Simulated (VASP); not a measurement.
# PtC18 in VASP: further runs

The runs below take PtC18 through single point, with PBEsol.

All numbers are computed with VASP 6.6.1; they aren't measurements. Logs are shortened: lines on timing, memory, paths and dates and some standing lists are left out, and cuts for length are marked.

### 1 The structure

The cell holds a slab with vacuum, 19 atoms: a = 7.398 Å, b = 7.398 Å, c = 12.000 Å, α = 90.00°, β = 90.00°, γ = 120.00°.

The cell was built by a generator and needn't be a form met in nature.

### 2 Single point, PBEsol

INCAR reads:

```
ALGO     = Fast           # electronic algorithm
EDIFF    = 1E-7           # SCF threshold, eV
ENCUT    = 520            # plane-wave cutoff, eV
GGA      = PS             # functional
ISIF     = 2              # what is computed and relaxed
ISMEAR   = 0              # smearing method
LASPH    = T              # aspherical terms in the spheres
LCHARG   = T              # write CHGCAR
LELF     = T              # ELF
LREAL    = Auto         
LVHAR    = T            
LWAVE    = F              # write WAVECAR
NBANDS   = 56             # bands
NELM     = 80             # most SCF steps
PREC     = Accurate       # precision mode
SIGMA    = 0.05           # smearing width, eV
```

KPOINTS reads:

```
k-points
0
Gamma
  2 2 1
```

POSCAR reads:

```
PtC18
1.0
    7.3980000000      0.0000000000      0.0000000000
   -3.6990000000      6.4068560000      0.0000000000
    0.0000000000      0.0000000000     12.0000000000
C Pt
18 1
Direct
    0.0134849899      0.0082186957      0.0927062500
    0.2358439121      0.1180973944      0.0860645000
    0.0125929551      0.3386554965      0.0802346667
    0.2343081085      0.4503520916      0.0828715000
    0.0148164367      0.6698421191      0.0811415000
    0.2350081639      0.7834924025      0.0788969167
    0.3456573977      0.0056932761      0.0807135833
    0.5673090195      0.1173030891      0.0780399167
    0.3458871654      0.3387645984      0.0849305000
    0.5666328272      0.4488341864      0.0859629167
    0.3461072813      0.6721942869      0.0803446667
    0.5666939250      0.7845008535      0.0823074167
    0.6787454279      0.0057976955      0.0780158333
    0.9001698233      0.1180884977      0.0821442500
    0.6789276087      0.3389920111      0.0806395833
    0.9011905125      0.4497427443      0.0788146667
    0.6765881345      0.6711003026      0.0927295000
    0.9026639048      0.7821074799      0.0913421667
   -0.1290825802      0.8131514116      0.2545990000
```

Potentials or basis: VASP PAW PBE potentials, release 64 (C, Pt).

Command:

```
$ cat potpaw_PBE.64/C/POTCAR potpaw_PBE.64/Pt/POTCAR > POTCAR
$ mpirun -np 1 vasp_std > vasp.out
```

OUTCAR:

```text
EDIFF = 1E-7
   ENCUT = 520
   GGA = PS
   ISIF = 2
   ISMEAR = 0
   LASPH = T
   LREAL = Auto
   NELM = 80
   PREC = Accurate

 ion  position               nearest neighbor table
   1  0.013  0.008  0.093-   2 1.43  14 1.44  18 1.45  19 2.33
   2  0.236  0.118  0.086-   9 1.41   7 1.43   1 1.43
   3  0.013  0.339  0.080-  14 1.41   4 1.42  16 1.43
   4  0.234  0.450  0.083-   3 1.42  11 1.42   9 1.43
   5  0.015  0.670  0.081-  16 1.41   6 1.41  18 1.44  19 2.78
   6  0.235  0.783  0.079-   5 1.41   7 1.42  11 1.42
   7  0.346  0.006  0.081-   8 1.42   6 1.42   2 1.43
   8  0.567  0.117  0.078-   7 1.42  15 1.42  13 1.43
   9  0.346  0.339  0.085-   2 1.41  10 1.41   4 1.43
  10  0.567  0.449  0.086-   9 1.41  15 1.42  17 1.43
  11  0.346  0.672  0.080-  12 1.41   4 1.42   6 1.42
  12  0.567  0.785  0.082-  11 1.41  13 1.42  17 1.44
  13  0.679  0.006  0.078-  12 1.42  14 1.42   8 1.43
  14  0.900  0.118  0.082-   3 1.41  13 1.42   1 1.44
  15  0.679  0.339  0.081-   8 1.42  16 1.42  10 1.42
  16  0.901  0.450  0.079-   5 1.41  15 1.42   3 1.43
  17  0.677  0.671  0.093-  10 1.43  12 1.44  18 1.45  19 2.33
  18  0.903  0.782  0.091-   5 1.44  17 1.45   1 1.45  19 2.00
  19  0.871  0.813  0.255-  18 2.00  17 2.33   1 2.33   5 2.78

  LATTYP: Found a hexagonal cell.
 ALAT       =     7.3980000000
 C/A-ratio  =     1.6220600162

  Lattice vectors:

 A1 = (   7.3980000000,   0.0000000000,   0.0000000000)
 A2 = (  -3.6990000000,   6.4068560000,   0.0000000000)
 A3 = (   0.0000000000,   0.0000000000,  12.0000000000)

Analysis of symmetry for initial positions (statically):
=====================================================================
 Subroutine PRICEL returns:
 Original cell was already a primitive cell.

 Routine SETGRP: Setting up the symmetry group for a
 hexagonal supercell.

 Subroutine GETGRP returns: Found  1 space group operations
 (whereof  1 operations were pure point group operations)
 out of a pool of 24 trial point group operations.

The static configuration has the point symmetry C_1 .

Analysis of symmetry for dynamics (positions and initial velocities):
=====================================================================
 Subroutine PRICEL returns:
 Original cell was already a primitive cell.

 Routine SETGRP: Setting up the symmetry group for a
 hexagonal supercell.

 Subroutine GETGRP returns: Found  1 space group operations
 (whereof  1 operations were pure point group operations)
 out of a pool of 24 trial point group operations.

The dynamic configuration has the point symmetry C_1 .

 Subroutine INISYM returns: Found  1 space group operations
 (whereof  1 operations are pure point group operations),
 and found     1 'primitive' translations

----------------------------------------------------------------------------------------

                                     Primitive cell

  volume of cell :     568.7750

  direct lattice vectors                    reciprocal lattice vectors
     7.398000000  0.000000000  0.000000000     0.135171668  0.078041398  0.000000000
    -3.699000000  6.406856000  0.000000000     0.000000000  0.156082796  0.000000000
     0.000000000  0.000000000 12.000000000     0.000000000  0.000000000  0.083333333

  length of vectors
     7.398000000  7.398000054 12.000000000     0.156082797  0.156082796  0.083333333

  position of ions in fractional coordinates (direct lattice)
     0.013484990  0.008218696  0.092706250
     0.235843912  0.118097394  0.086064500
     0.012592955  0.338655497  0.080234667
     0.234308109  0.450352092  0.082871500
     0.014816437  0.669842119  0.081141500
     0.235008164  0.783492403  0.078896917
[... 11 lines left out ...]
     0.902663905  0.782107480  0.091342167
     0.870917420  0.813151412  0.254599000

  ion indices of the primitive-cell ions
   primitive index   ion index
                 1           1
                 2           2
                 3           3
                 4           4
                 5           5
                 6           6
[... 11 lines left out ...]
                18          18
                19          19

----------------------------------------------------------------------------------------

 KPOINTS: k-points

Automatic generation of k-mesh.
 Grid dimensions read from file:
 generate k-points for:    2    2    1

 Generating k-lattice:

  Cartesian coordinates                     Fractional coordinates (reciprocal lattice)
     0.067585834  0.039020699  0.000000000     0.500000000  0.000000000  0.000000000
     0.000000000  0.078041398  0.000000000     0.000000000  0.500000000  0.000000000
     0.000000000  0.000000000  0.083333333     0.000000000  0.000000000  1.000000000

  Length of vectors
     0.078041399  0.078041398  0.083333333

  Shift w.r.t. Gamma in fractional coordinates (k-lattice)
     0.000000000  0.000000000  0.000000000

 Subroutine IBZKPT returns following result:
 ===========================================

 Found      4 irreducible k-points:

 Following reciprocal coordinates:
            Coordinates               Weight
  0.000000  0.000000  0.000000      1.000000
  0.500000  0.000000  0.000000      1.000000
  0.000000  0.500000  0.000000      1.000000
  0.500000  0.500000  0.000000      1.000000
   k-points           NKPTS =      4   k-points in BZ     NKDIM =      4   number of bands    NBANDS=     56
   number of dos      NEDOS =    301   number of ions     NIONS =     19
   total plane-waves  NPLWV = 282240
   dimension x,y,z NGX =    56 NGY =   56 NGZ =   90
   dimension x,y,z NGXF=   112 NGYF=  112 NGZF=  180
   ions per type =              18   1
   NGX,Y,Z   is equivalent  to a cutoff of  12.58, 12.58, 12.47 a.u.
   NGXF,Y,Z  is equivalent  to a cutoff of  25.17, 25.17, 24.94 a.u.
 SYSTEM =  unknown system
   PREC   = accura    normal or accurate (medium, high low for compatibility)
   ISTART =      0    job   : 0-new  1-cont  2-samecut
   ICHARG =      2    charge: 1-file 2-atom 10-const
   ISPIN  =      1    spin polarized calculation?
   LNONCOLLINEAR =      F non collinear calculations
   LSORBIT =      F    spin-orbit coupling
   LASPH  =      T    aspherical Exc in radial PAW
   ENCUT  =  520.0 eV  38.22 Ry    6.18 a.u.  13.76 13.76 22.31*2*pi/ulx,y,z
   NELM   =     80;   NELMIN=  2; NELMDL= -5     # of ELM steps
   EDIFF  = 0.1E-06   stopping-criterion for ELM
   LREAL  =      T    real-space projection
   EDIFFG = 0.1E-05   stopping-criterion for IOM
   NSW    =      0    number of steps for IOM
   IBRION =     -1    ionic relax: 0-MD 1-quasi-New 2-CG
   NFREE  =      0    steps in history (QN), initial steepest desc. (CG)
   ISIF   =      2    stress and relaxation
   ISYM   =      2    0-nonsym 1-usesym 2-fastsym
   POTIM  = 0.5000    time-step for ionic-motion
   TEBEG  =    0.0;   TEEND  =   0.0 temperature during run
   PSTRESS=    0.0 pullay stress
   NELECT =      82.0000    total number of electrons
   NUPDOWN=      -1.0000    fix difference up-down
   EMIN   =  10.00;   EMAX   =-10.00  energy-range for DOS
   EFERMI =   0.00;   METHOD = LEGACY
   ISMEAR =     0;   SIGMA  =   0.05  broadening in eV -4-tet -1-fermi 0-gaus
   EFERMI_NEDOS =   21; number of points for ismear=-14 and -15
   IALGO  =     68    algorithm
   IMIX   =      4    mixing-type and parameters
     AMIX     =   0.40;   BMIX     =  1.00
     AMIX_MAG =   1.60;   BMIX_MAG =  1.00
  volume/ion in A,a.u.               =      29.94       202.01
  Fermi-wavevector in a.u.,A,eV,Ry     =   0.858419  1.622176 10.025902  0.736883
  Thomas-Fermi vector in A             =   1.975621
   LORBIT       =      0    0 simple, 1 ext, 2 COOP (PROOUT), +10 PAW based schemes
   GGA     = PS    functional components
   LHFCALC =     F    Hartree Fock is set to
   AEXX    =    0.0000 exact exchange contribution
   IVDW    =     0    specifies the selected vdW correction
   LEPSILON=     F    determine dielectric tensor
   LRPA    =     F    only Hartree local field effects (RPA)
 non-spin polarized calculation
 RMM-DIIS sequential band-by-band and
 Gauss-broadening in eV      SIGMA  =   0.05
  energy-cutoff  :      520.00
  volume of cell :      568.78
 maximum number of plane-waves:     15363
 NGX is ok and might be reduce to    56
   NGX = 27   NGY = 27   NGZ = 45

 number of electron      81.9999998 magnetization

 Free energy of the ion-electron system (eV)
  ---------------------------------------------------
  ext. energy  EPLUGINS =         0.00000000
  ---------------------------------------------------
  free energy    TOTEN  =      -175.85907461 eV

  energy without entropy =     -175.85888387  energy(sigma->0) =     -175.85897924

 E-fermi :  -1.1951     XC(G=0):  -4.1802

 val. band max:       -1.2988175471   @ k =   0.0000   0.0000   0.0000
 cond. band min:      -1.0913720813   @ k =   0.0000   0.0000   0.0000
 fundamental gap:      0.2074454658
 Fermi energy:        -1.1950948257

 k-point     1 :       0.0000    0.0000    0.0000
  band No.  band energies     occupation
      1     -20.9663      2.00000
      2     -18.6913      2.00000
      3     -18.3741      2.00000
      4     -18.3460      2.00000
      5     -18.2763      2.00000
      6     -18.2515      2.00000
[... 45 lines left out ...]
     52       3.9662      0.00000
     53       6.1246      0.00000

 k-point     2 :       0.5000    0.0000    0.0000
  band No.  band energies     occupation
      1     -20.4112      2.00000
      2     -20.2132      2.00000
      3     -19.0498      2.00000
      4     -18.9496      2.00000
      5     -16.6550      2.00000
      6     -16.5178      2.00000
[... 45 lines left out ...]
     52       4.8238      0.00000
     53       5.0216      0.00000

 k-point     3 :       0.0000    0.5000    0.0000
  band No.  band energies     occupation
      1     -20.4115      2.00000
      2     -20.2127      2.00000
      3     -19.0515      2.00000
      4     -18.9479      2.00000
      5     -16.6571      2.00000
      6     -16.5178      2.00000
[... 45 lines left out ...]
     52       3.9430      0.00000
     53       4.8178      0.00000

 k-point     4 :       0.5000    0.5000    0.0000
  band No.  band energies     occupation
      1     -20.4176      2.00000
      2     -20.2045      2.00000
      3     -19.0489      2.00000
      4     -18.9515      2.00000
      5     -16.6851      2.00000
      6     -16.5096      2.00000
[... 45 lines left out ...]
     52       4.8591      0.00000
     53       4.9962      0.00000
 [bands above 53 left out]

------------------------ aborting loop because EDIFF is reached ----------------------------------------

  FORCE on cell =-STRESS in cart. coord.  units (eV):
  Direction    XX          YY          ZZ          XY          YZ          ZX
  --------------------------------------------------------------------------------------
  -------------------------------------------------------------------------------------
  Total        2.2617316      0.0091289      0.1262729     -1.9289459      0.0111365     -0.0532298
  in kB        6.3710514      0.0257150      0.3556970     -5.4336304      0.0313702     -0.1499425
  external PRESSURE =       2.2508211 kB  Pullay stress =       0.0000000 kB

 VOLUME and BASIS-vectors are now :
 -----------------------------------------------------------------------------
  energy-cutoff  :      520.00
  volume of cell :      568.78
      direct lattice vectors                 reciprocal lattice vectors
     7.398000000  0.000000000  0.000000000     0.135171668  0.078041398  0.000000000
    -3.699000000  6.406856000  0.000000000     0.000000000  0.156082796  0.000000000
     0.000000000  0.000000000 12.000000000     0.000000000  0.000000000  0.083333333

 POSITION                                       TOTAL-FORCE (eV/Angst)
 -----------------------------------------------------------------------------------
      0.06936      0.05266      1.11247         0.016207      0.008874     -0.000466
      1.30793      0.75663      1.03277        -0.026070     -0.005321     -0.001514
     -1.15952      2.16972      0.96282        -0.013233     -0.012770      0.003280
      0.06756      2.88534      0.99446         0.000087      0.012454     -0.002976
     -2.36813      4.29158      0.97370         0.013013      0.008549     -0.010601
     -1.15955      5.01972      0.94676        -0.003304      0.007591     -0.002908
[... 11 lines left out ...]
      3.78489      5.01085      1.09611         0.039870     -0.021513     -0.105388
      3.43520      5.20974      3.05519        -0.025906      0.010737      0.121879
 -----------------------------------------------------------------------------------
    total drift:                                0.023818      0.009695      0.027366

  FREE ENERGIE OF THE ION-ELECTRON SYSTEM (eV)
  ---------------------------------------------------
  free  energy   TOTEN  =      -175.8590746094 eV

  energy  without entropy=     -175.8588838704  energy(sigma->0) =     -175.85897924
```

It took 11 min on 1 thread of Intel Xeon Platinum 8375C at 2.90GHz (Ice Lake), shared host; peak memory 0.62 GiB.

What came out:

```
Free energy            : -175.8591 eV
Largest force          : 0.125 eV/Å
Band gap on the k mesh : 0.21 eV, direct
```

Forces on the atoms (eV/Å):
```
C    0.016  0.009  0.000
C   -0.026 -0.005 -0.002
C   -0.013 -0.013  0.003
C    0.000  0.012 -0.003
C    0.013  0.009 -0.011
C   -0.003  0.008 -0.003
C   -0.021  0.010 -0.001
C    0.003 -0.003 -0.005
C    0.014 -0.005 -0.001
C   -0.007 -0.001  0.004
C    0.007 -0.024 -0.003
C   -0.002  0.001 -0.007
C    0.018  0.021  0.005
C    0.009 -0.013  0.000
C    0.000  0.008  0.006
C   -0.002 -0.013 -0.004
C   -0.020  0.012  0.007
C    0.040 -0.022 -0.105
Pt  -0.026  0.011  0.122
```

Caveat: the k mesh is coarse (spacing up to 0.49 Å⁻¹), so the values aren't converged; the PAW data sets were made with another functional, which shifts forces and pressure a little; spin-orbit coupling is left out, which moves the levels of the heavy elements.

[end of part 1 of 2]
